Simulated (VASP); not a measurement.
All values below come from PBEsol GGA, VASP's PBE PAW potentials (set 64) (plane waves; VASP).

VASP ran on this input.

**KPOINTS**
```
Automatic mesh
0
Gamma
13 13 10
0 0 0
```

INCAR:
```
# general
SYSTEM  = CuAu
PREC    = Accurate
ENCUT   = 500
LREAL   = .FALSE.
LASPH   = .TRUE.

# electronic loop
EDIFF   = 1E-6
NELM    = 100
ALGO    = Normal
LMAXMIX = 6

# smearing
ISMEAR  = 1
SIGMA   = 0.1

# functional
GGA     = PS

# ions
IBRION  = 2
NSW     = 40
ISIF    = 3
EDIFFG  = -0.02

# output
LWAVE   = .FALSE.
LCHARG  = .FALSE.
```

File POSCAR:
```
CuAu
1
    2.8262786633    -0.0000000000     0.0000000000
   -0.0000000000     2.8262786633     0.0000000000
   -0.0000000000    -0.0000000000     3.5522879966
Cu Au
1 1
Direct
  0.0000000000   0.0000000000   1.0000000000
  0.5000000000   0.5000000000   0.5000000000
```

POTCAR, in this order: Cu Au (PBE.64 set). Program: vasp_std.

The run wrote:

### OSZICAR
```
...
   6 F= -.83499673E+01 E0= -.83496241E+01  d E =-.629203E-03
       N       E                     dE             d eps       ncg     rms          rms(c)
DAV:   1    -0.835730614990E+01   -0.73392E-02   -0.29193E-01  5516   0.541E+00    0.530E-01
DAV:   2    -0.835286927456E+01    0.44369E-02   -0.94405E-03  6945   0.224E+00    0.276E-01
DAV:   3    -0.835194075562E+01    0.92852E-03   -0.64916E-03  6284   0.274E+00    0.266E-01
DAV:   4    -0.835116363899E+01    0.77712E-03   -0.25530E-03  6173   0.181E+00    0.691E-02
DAV:   5    -0.835110439890E+01    0.59240E-04   -0.21094E-04  7607   0.214E-01    0.231E-02
DAV:   6    -0.835110560199E+01   -0.12031E-05   -0.17043E-05  7575   0.100E-01    0.122E-02
DAV:   7    -0.835110402300E+01    0.15790E-05   -0.41214E-06  3603   0.685E-02    0.259E-03
DAV:   8    -0.835110404340E+01   -0.20405E-07   -0.11402E-06  3009   0.105E-02
   7 F= -.83511040E+01 E0= -.83509090E+01  d E =-.176592E-02
       N       E                     dE             d eps       ncg     rms          rms(c)
DAV:   1    -0.837881855109E+01   -0.27715E-01   -0.11541E+00  5523   0.107E+01    0.105E+00
DAV:   2    -0.836078512361E+01    0.18033E-01   -0.34403E-02  6914   0.403E+00    0.551E-01
DAV:   3    -0.835647164327E+01    0.43135E-02   -0.23695E-02  6388   0.511E+00    0.483E-01
DAV:   4    -0.835364361342E+01    0.28280E-02   -0.96099E-03  6096   0.353E+00    0.122E-01
DAV:   5    -0.835343082129E+01    0.21279E-03   -0.80383E-04  7573   0.431E-01    0.435E-02
DAV:   6    -0.835343463217E+01   -0.38109E-05   -0.62172E-05  7587   0.207E-01    0.217E-02
DAV:   7    -0.835342989322E+01    0.47389E-05   -0.16694E-05  7626   0.132E-01    0.330E-03
DAV:   8    -0.835342974375E+01    0.14947E-06   -0.93944E-07  2793   0.165E-02
   8 F= -.83534297E+01 E0= -.83535246E+01  d E =-.409162E-02
       N       E                     dE             d eps       ncg     rms          rms(c)
DAV:   1    -0.845304534460E+01   -0.99615E-01   -0.45142E+00  5537   0.212E+01    0.208E+00
DAV:   2    -0.838034467151E+01    0.72701E-01   -0.12161E-01  6776   0.698E+00    0.109E+00
DAV:   3    -0.836093932320E+01    0.19405E-01   -0.76916E-02  6442   0.896E+00    0.864E-01
DAV:   4    -0.835181831229E+01    0.91210E-02   -0.33642E-02  6182   0.675E+00    0.231E-01
DAV:   5    -0.835102613660E+01    0.79218E-03   -0.29501E-03  7633   0.926E-01    0.853E-02
DAV:   6    -0.835103689479E+01   -0.10758E-04   -0.20754E-04  7474   0.366E-01    0.386E-02
DAV:   7    -0.835102276413E+01    0.14131E-04   -0.51570E-05  7806   0.229E-01    0.649E-03
DAV:   8    -0.835102227568E+01    0.48845E-06   -0.43992E-06  5943   0.323E-02
   9 F= -.83510223E+01 E0= -.83510623E+01  d E =-.168415E-02
       N       E                     dE             d eps       ncg     rms          rms(c)
DAV:   1    -0.840635486015E+01   -0.55332E-01   -0.24234E+00  5537   0.151E+01    0.150E+00
DAV:   2    -0.836924289763E+01    0.37112E-01   -0.58723E-02  6777   0.456E+00    0.799E-01
DAV:   3    -0.835844404571E+01    0.10799E-01   -0.36422E-02  6513   0.630E+00    0.604E-01
DAV:   4    -0.835414714523E+01    0.42969E-02   -0.18999E-02  6107   0.462E+00    0.163E-01
DAV:   5    -0.835373976524E+01    0.40738E-03   -0.15200E-03  7870   0.828E-01    0.642E-02
DAV:   6    -0.835374355896E+01   -0.37937E-05   -0.87909E-05  7514   0.199E-01    0.218E-02
DAV:   7    -0.835373846818E+01    0.50908E-05   -0.17783E-05  7748   0.127E-01    0.344E-03
DAV:   8    -0.835373830734E+01    0.16083E-06   -0.13001E-06  3032   0.198E-02
  10 F= -.83537383E+01 E0= -.83537903E+01  d E =-.440018E-02
       N       E                     dE             d eps       ncg     rms          rms(c)
DAV:   1    -0.835418965588E+01   -0.45119E-03   -0.14062E-02  5523   0.122E+00    0.114E-01
DAV:   2    -0.835400532382E+01    0.18433E-03   -0.49443E-04  6608   0.699E-01    0.708E-02
DAV:   3    -0.835394415946E+01    0.61164E-04   -0.39190E-04  5866   0.698E-01    0.550E-02
DAV:   4    -0.835389394121E+01    0.50218E-04   -0.13408E-04  7570   0.357E-01    0.832E-03
DAV:   5    -0.835389421786E+01   -0.27665E-06   -0.48651E-06  5224   0.257E-02
  11 F= -.83538942E+01 E0= -.83539296E+01  d E =-.155911E-03
       N       E                     dE             d eps       ncg     rms          rms(c)
DAV:   1    -0.835679686028E+01   -0.29029E-02   -0.12638E-01  5537   0.363E+00    0.342E-01
DAV:   2    -0.835514074074E+01    0.16561E-02   -0.45835E-03  6582   0.213E+00    0.213E-01
DAV:   3    -0.835458841223E+01    0.55233E-03   -0.35304E-03  5916   0.212E+00    0.165E-01
DAV:   4    -0.835413704608E+01    0.45137E-03   -0.11911E-03  7601   0.106E+00    0.250E-02
DAV:   5    -0.835413924288E+01   -0.21968E-05   -0.43212E-05  6576   0.765E-02    0.150E-02
DAV:   6    -0.835413911760E+01    0.12528E-06   -0.21335E-06  4501   0.352E-02
  12 F= -.83541391E+01 E0= -.83541099E+01  d E =-.400810E-03
       N       E                     dE             d eps       ncg     rms          rms(c)
DAV:   1    -0.835475625425E+01   -0.61701E-03   -0.50846E-03  5176   0.149E+00    0.138E-01
DAV:   2    -0.835455855717E+01    0.19770E-03   -0.25323E-03  5069   0.157E+00    0.764E-02
DAV:   3    -0.835444662171E+01    0.11194E-03   -0.10612E-03  5420   0.117E+00    0.517E-02
DAV:   4    -0.835443152032E+01    0.15101E-04   -0.51161E-05  6850   0.225E-01    0.263E-02
DAV:   5    -0.835442894820E+01    0.25721E-05   -0.13408E-05  7003   0.110E-01    0.618E-03
DAV:   6    -0.835442852947E+01    0.41873E-06   -0.12270E-06  2612   0.332E-02
  13 F= -.83544285E+01 E0= -.83543990E+01  d E =-.289412E-03
       N       E                     dE             d eps       ncg     rms          rms(c)
DAV:   1    -0.835807617596E+01   -0.36472E-02   -0.45843E-02  5168   0.452E+00    0.413E-01
DAV:   2    -0.835631468140E+01    0.17615E-02   -0.22946E-02  5062   0.472E+00    0.230E-01
DAV:   3    -0.835529322865E+01    0.10215E-02   -0.94765E-03  5420   0.355E+00    0.153E-01
DAV:   4    -0.835516011110E+01    0.13312E-03   -0.45396E-04  6906   0.661E-01    0.785E-02
DAV:   5    -0.835513420054E+01    0.25911E-04   -0.11737E-04  7610   0.323E-01    0.183E-02
DAV:   6    -0.835513150331E+01    0.26972E-05   -0.16643E-05  7669   0.961E-02    0.135E-03
DAV:   7    -0.835513149768E+01    0.56284E-08   -0.29452E-07  2618   0.811E-03
  14 F= -.83551315E+01 E0= -.83551025E+01  d E =-.992380E-03
       N       E                     dE             d eps       ncg     rms          rms(c)
DAV:   1    -0.836765897037E+01   -0.12527E-01   -0.18440E-01  5176   0.905E+00    0.834E-01
DAV:   2    -0.836064764381E+01    0.70113E-02   -0.93815E-02  5055   0.953E+00    0.465E-01
DAV:   3    -0.835640475982E+01    0.42429E-02   -0.37908E-02  5428   0.727E+00    0.302E-01
DAV:   4    -0.835589646385E+01    0.50830E-03   -0.17998E-03  7032   0.129E+00    0.155E-01
DAV:   5    -0.835579174017E+01    0.10472E-03   -0.44611E-04  7620   0.626E-01    0.349E-02
DAV:   6    -0.835578197693E+01    0.97632E-05   -0.63033E-05  7647   0.184E-01    0.260E-03
DAV:   7    -0.835578206829E+01   -0.91357E-07   -0.11965E-06  3565   0.141E-02
  15 F= -.83557821E+01 E0= -.83557569E+01  d E =-.164295E-02
       N       E                     dE             d eps       ncg     rms          rms(c)
DAV:   1    -0.835615606474E+01   -0.37409E-03   -0.57362E-03  5176   0.160E+00    0.145E-01
DAV:   2    -0.835593264826E+01    0.22342E-03   -0.27808E-03  5069   0.165E+00    0.796E-02
DAV:   3    -0.835581089250E+01    0.12176E-03   -0.11610E-03  5441   0.123E+00    0.549E-02
DAV:   4    -0.835579400519E+01    0.16887E-04   -0.56670E-05  6864   0.239E-01    0.279E-02
DAV:   5    -0.835579110862E+01    0.28966E-05   -0.14794E-05  7189   0.117E-01    0.649E-03
DAV:   6    -0.835579065285E+01    0.45578E-06   -0.13331E-06  2640   0.348E-02
  16 F= -.83557907E+01 E0= -.83557665E+01  d E =-.165154E-02
```

**OUTCAR**
```
------------------------ aborting loop because EDIFF is reached ----------------------------------------
  FORCE on cell =-STRESS in cart. coord.  units (eV):
  Direction    XX          YY          ZZ          XY          YZ          ZX
  --------------------------------------------------------------------------------------
  Total        0.0145301      0.0145301     -0.0299725      0.0000000     -0.0000000      0.0000000
  in kB        0.8187390      0.8187390     -1.6888812      0.0000000     -0.0000000      0.0000000
  external PRESSURE =      -0.0171344 kB  Pullay stress =       0.0000000 kB
  volume of cell :       28.43
      direct lattice vectors                 reciprocal lattice vectors
     2.778788704 -0.000000000  0.000000000     0.359869032 -0.000000000  0.000000000
    -0.000000000  2.778788704  0.000000000    -0.000000000  0.359869032  0.000000000
    -0.000000000 -0.000000000  3.682339425    -0.000000000 -0.000000000  0.271566492
 POSITION                                       TOTAL-FORCE (eV/Angst)
 -----------------------------------------------------------------------------------
      0.00000      2.77879      0.00000         0.000000     -0.000000      0.000000
      1.38939      1.38939      1.84117        -0.000000      0.000000      0.000000
 -----------------------------------------------------------------------------------
    total drift:                                0.000000      0.000000     -0.000000
  FREE ENERGIE OF THE ION-ELECTRON SYSTEM (eV)
  ---------------------------------------------------
  free  energy   TOTEN  =        -8.3557906528 eV

  energy  without entropy=       -8.3557182812  energy(sigma->0) =       -8.35576653

 reached required accuracy - stopping structural energy minimisation
```
(Selected blocks of OUTCAR.)

**CONTCAR**
```
CuAu
   1.00000000000000
     2.7787887043580763   -0.0000000000000000    0.0000000000000001
    -0.0000000000000000    2.7787887043580763    0.0000000000000003
    -0.0000000000000001   -0.0000000000000000    3.6823394249807904
  Cu              Au
     1     1
Direct
     0.0000000000000000    1.0000000000000000    0.0000000000000000
     0.5000000000000000    0.5000000000000000    0.5000000000000000
```

**OUTCAR**
```
 val. band max:        8.9079978693   @ k =   0.4615   0.1538   0.4000

 cond. band min:       8.9450606139   @ k =   0.4615   0.3846   0.1000


 Fermi energy:         8.9247544559

 k-point     1 :       0.0000    0.0000    0.0000
  band No.  band energies     occupation
      1      -1.1567      2.00000
      2       2.0648      2.00000
      3       2.2426      2.00000
      4       4.7690      2.00000
      5       4.7690      2.00000
      6       5.9042      2.00000
      7       5.9882      2.00000
      8       6.7227      2.00000
      9       7.2050      2.00000
     10       7.4366      2.00000
     11       7.4366      2.00000
     12      10.7660     -0.00000
     13      16.9239      0.00000
     14      19.1110      0.00000
     15      19.1110      0.00000

 k-point     2 :       0.0769    0.0000    0.0000
  band No.  band energies     occupation
      1      -1.0142      2.00000
      2       2.1393      2.00000
      3       2.3246      2.00000
      4       4.6769      2.00000
      5       4.8027      2.00000
      6       5.8397      2.00000
      7       6.0121      2.00000
      8       6.7175      2.00000
      9       7.1425      2.00000
     10       7.1977      2.00000
     11       7.4069      2.00000
     12      11.1981      0.00000
     13      16.7642      0.00000
     14      18.3472      0.00000
     15      19.3558      0.00000

 k-point     3 :       0.1538    0.0000    0.0000
  band No.  band energies     occupation
      1      -0.6032      2.00000
      2       2.3032      2.00000
      3       2.6129      2.00000
      4       4.4157      2.00000
      5       4.9006      2.00000
      6       5.6561      2.00000
      7       6.0643      2.00000
      8       6.7193      2.00000
      9       6.7434      2.00000
     10       6.9884      2.00000
     11       7.3200      2.00000
     12      12.2264      0.00000
     13      15.7061      0.00000
     14      17.5306      0.00000
     15      20.0532      0.00000
...
```

Unless said otherwise, spin-orbit coupling is left out, though it shifts the bands of the heavy elements here.

The compound is CuAu in the L1_0 structure. This run relaxes it. Symmetry was kept, so distortions that lower it aren't found.
